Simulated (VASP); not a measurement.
Input:

```xyz
1
Lattice="-1.5201 1.5201 1.5201 1.5201 -1.5201 1.5201 1.5201 1.5201 -1.5201" Properties=species:S:1:pos:R:3 pbc="T T T"
V      0.0000     0.0000     0.0000
```

Calculation: vdW-DF2, VASP's PBE PAW potentials (set 64) (plane waves; VASP). Settings: 520 eV cut-off, 17×17×17 Γ-centred mesh, first-order Methfessel-Paxton smearing of 0.10 eV, potentials V_sv.

The job: V (bcc), 1 atom, vdW-DF2, static run, 520 eV, 17×17×17 Γ-centred mesh. Roughly how much core time does it take on a busy server core?

About 20 core-seconds (one run on a shared machine, a rough figure). It had 165 irreducible k-points, 10 bands, up to 390 plane waves and 14 electronic steps.

The compound is V in the bcc structure. It was relaxed first. The run is not spin-polarised, so no magnetic state was tried.
